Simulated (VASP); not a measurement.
# MnS: magnetic orders, part 3 of 3

Aim: compare collinear orders of MnS. The start is a computed cell from the Materials Project.

VASP 6.6.1, plane waves and PAW; the level of theory is named at each step.

Still holding for the runs below: The k-mesh is coarse for a metal.

So far, largest spin moment in the PAW sphere (μB): step 2 (magnetic order, start order fm, signs ++++, r2SCAN, from parallel moments) 4.46; step 3 (magnetic order, start order AFM 1, signs +--+, r2SCAN, from moments of both signs) 4.45; step 4 (magnetic order, start order AFM 2, signs ++--, r2SCAN, from moments of both signs) 4.34; step 5 (magnetic order, start order ferri 3, signs +++-, r2SCAN, from moments of both signs) 4.47.

### Step 7. No spin polarisation

This step: r2SCAN, no spin polarisation; plane waves and PAW (Mn_pv, S) (VASP 6.6.1).

A run without spin shows what magnetism as such gains.

File INCAR:

```
SYSTEM = MnS
PREC = Accurate
ENCUT = 350
EDIFF = 1E-06
NELM = 150
ISMEAR = 0
SIGMA = 0.05
LREAL = .FALSE.
ALGO = Normal
METAGGA = R2SCAN
LASPH = .TRUE.
NBANDS = 47
LORBIT = 11
LWAVE = .FALSE.
LCHARG = .FALSE.
AMIX = 0.2
BMIX = 1E-04
AMIX_MAG = 0.8
BMIX_MAG = 1E-04
```

File POSCAR:

```
MnS
1.0
    3.6599920276      2.1130973824      5.9418405554
   -3.6599920276      2.1130973824      5.9418405554
    0.0000000000     -2.1130973823      2.9709202777
Mn S
4 4
Direct
    0.0000000000      0.0000000000      0.0000000000
    0.0000000000      0.5000000000      0.0000000000
    0.5000000000      0.0000000000      0.0000000000
    0.5000000000      0.5000000000      0.0000000000
    0.2500000000      0.2500000000      0.5000000000
    0.2500000000      0.7500000000      0.5000000000
    0.7500000000      0.2500000000      0.5000000000
    0.7500000000      0.7500000000      0.5000000000
```

File KPOINTS:

```
Automatic mesh
0
Gamma
3 3 6
0 0 0
```

Potentials, in the order of the species: Mn_pv and S (PBE family, release 64).

Run with:

```sh
$ mpirun -np 1 vasp_std
```

The program printed:

```text
[... set-up lines as in an earlier step ...]
 entering main loop
       N       E                     dE             d eps       ncg     rms          rms(c)
DAV:   1     0.700818829800E+03    0.70082E+03   -0.34616E+04  2192   0.139E+03
DAV:   2    -0.270230364198E+02   -0.72784E+03   -0.70286E+03  1968   0.438E+02
DAV:   3    -0.102896770334E+03   -0.75874E+02   -0.72308E+02  2286   0.137E+02
DAV:   4    -0.106601665499E+03   -0.37049E+01   -0.34874E+01  2442   0.268E+01
DAV:   5    -0.106716018423E+03   -0.11435E+00   -0.11255E+00  2304   0.514E+00    0.252E+01
DAV:   6    -0.854799118196E+02    0.21236E+02   -0.86461E+01  2324   0.527E+01    0.153E+01
DAV:   7    -0.852030789747E+02    0.27683E+00   -0.49955E+00  2257   0.144E+01    0.118E+01
DAV:   8    -0.853798828466E+02   -0.17680E+00   -0.18534E-01  2260   0.225E+00    0.876E+00
DAV:   9    -0.859561074271E+02   -0.57622E+00   -0.33101E-01  1989   0.330E+00    0.110E+00
DAV:  10    -0.859587095821E+02   -0.26022E-02   -0.49370E-02  2443   0.142E+00    0.844E-01
DAV:  11    -0.859668969291E+02   -0.81873E-02   -0.13611E-02  2188   0.446E-01    0.549E-01
DAV:  12    -0.859683161334E+02   -0.14192E-02   -0.23105E-03  2234   0.338E-01    0.369E-01
DAV:  13    -0.859696344721E+02   -0.13183E-02   -0.14527E-03  2384   0.175E-01    0.138E-01
DAV:  14    -0.859697082742E+02   -0.73802E-04   -0.23091E-04  2248   0.114E-01    0.460E-02
DAV:  15    -0.859697006532E+02    0.76211E-05   -0.50754E-05  2517   0.374E-02    0.353E-02
DAV:  16    -0.859697090604E+02   -0.84072E-05   -0.98145E-06  2042   0.211E-02    0.126E-02
DAV:  17    -0.859697079768E+02    0.10835E-05   -0.13808E-06  1314   0.635E-03    0.197E-02
DAV:  18    -0.859697112788E+02   -0.33020E-05   -0.81388E-07  1234   0.647E-03    0.160E-02
DAV:  19    -0.859697141390E+02   -0.28602E-05   -0.90547E-07  1271   0.643E-03    0.828E-03
DAV:  20    -0.859697156083E+02   -0.14693E-05   -0.47097E-07  1245   0.310E-03    0.617E-03
DAV:  21    -0.859697165669E+02   -0.95856E-06   -0.21708E-07  1185   0.253E-03
   1 F= -.85969717E+02 E0= -.85935934E+02  d E =-.675661E-01
```

Wall time 2.9 min (1 MPI rank of Intel Xeon 6975P-C (Granite Rapids), shared host); peak memory 0.25 GiB.

From OUTCAR (step 7):

```text
   k-points           NKPTS =     20   k-points in BZ     NKDIM =     20   number of bands    NBANDS=     47

   NELECT =      76.0000    total number of electrons

 E-fermi :   6.0817

 k-point     1 :       0.0000    0.0000    0.0000
  band No.  band energies     occupation
    ...
     36       5.9135      2.00000
     37       5.9235      1.99999
     38       5.9235      1.99999
     39       6.0484      1.65431
     40       6.0522      1.59565
     41       6.1499      0.05368
     42       6.1499      0.05368
     43       6.2595      0.00000
     44       7.1597      0.00000
     45       8.7801      0.00000
    ...

  Total      -18.4050725    -18.4047871    -18.5198808      0.0000000      0.0001980      0.0000000
  in kB     -213.8977493   -213.8944325   -215.2320145      0.0000000      0.0023013      0.0000000
  external PRESSURE =    -214.3413988 kB  Pullay stress =       0.0000000 kB

 POSITION                                       TOTAL-FORCE (eV/Angst)
 -----------------------------------------------------------------------------------
      0.00000      0.00000      0.00000        -0.000000      0.000000      0.000000
     -1.83000      1.05655      2.97092        -0.000000     -0.000000     -0.000000
      1.83000      1.05655      2.97092        -0.000000      0.000000      0.000000
      0.00000      2.11310      5.94184         0.000000     -0.000000     -0.000000
      0.00000      0.00000      4.45638        -0.000000     -0.000000      0.000000
     -1.83000      1.05655      7.42730        -0.000000      0.000000      0.000000
      1.83000      1.05655      7.42730        -0.000000      0.000000      0.000000
      0.00000      2.11310     10.39822         0.000000      0.000000     -0.000000
 -----------------------------------------------------------------------------------
    total drift:                               -0.000000     -0.000000      0.000000

  FREE ENERGIE OF THE ION-ELECTRON SYSTEM (eV)
  ---------------------------------------------------
  free  energy   TOTEN  =       -85.9697165669 eV

  energy  without entropy=      -85.9021504670  energy(sigma->0) =      -85.93593352

[... 7 parts as in an earlier step ...]

[... 9 further parts left out ...]
```

This run has no spin polarisation, so a moment on Mn, if there is one, isn't seen.

This step gave:

| Property | Result |
| --- | --- |
| electronic cycles | 21 |
| free energy (TOTEN) | -85.9697 eV |
| energy at zero smearing | -85.9359 eV |
| Fermi energy | 6.082 eV |
| labelled metallic, from the levels on this mesh | yes |

Energy at zero smearing: -85.93593 eV.

### Step 8. Summary

This step: collinear magnetic orders, r2SCAN; plane waves and PAW (VASP 6.6.1).

This step runs nothing: it gathers the runs above.

Numbers from this step:

* mean moment in the lowest run: 4.343 μB
* constant fitted for the nearest pairs: -3.721 meV

Orders, by row:

```csv
order,signs,energy above the lowest (meV/magnetic atom),total moment (μB),mean moment on carriers (μB),gap on the mesh (eV),"signs at the end, of the atoms given a moment"
fm,++++,122.7,19.7,4.456,0,++++
afm 1,+--+,92.93,0,4.449,0.1934,+--+
afm 2,++--,0,0,4.343,1.835,++--
ferri 3,+++-,53.93,9.994,4.404,0.0774,+++-
nm,,3512,0,0,0,-
```

E = E0 - sum over pairs, each once, of J e_i.e_j with unit vectors; J > 0 favours parallel moments; fitted to the orders that kept their signs. Exchange, by row:

```csv
pair,"distance, in the start or the relaxed cell (Å)",J (meV)
Mn-Mn,3.65,-3.721
Mn-Mn,5.17,-16.73
```

### Step 9. What came out

* mean moment in the lowest run: 4.34 μB
* constant fitted for the nearest pairs: -3.72 meV

**Reading.** The lowest run started as afm 2 and holds 4.34 μB on average over the atoms that were given a moment; the next state, from ferri 3, lies 53.9 meV a magnetic atom higher. It ends with the signs ++-- and a net moment of 0.00 μB a cell: opposed moments that cancel. The fit leaves 0.01 meV a magnetic atom unexplained; shells that turn over together are lumped into one constant. On this k mesh the moments and energy differences of a metal are not converged, and no denser mesh was tried, so the order found is tentative. No other collinear orders were tried, and their comparison leaves spin-orbit coupling out.

[Lines on the potential files, build, host, timing and source positions are cut from VASP's logs without a mark.]

[Logs are printed without paths, hosts, clocks, repeated set-up lines and the standing remarks that a program may print on its own settings, such as how far it seeks lower states.]

[Hosts, paths, dates, database ids (printed as entryN), source tags and the programs' standing remarks are cut or masked in the printed files.]

[In band tables of VASP the shares of atoms and orbitals are scaled to a sum of 1 inside the atoms' spheres.]

[Runs that stopped without an error message from VASP are left out.]
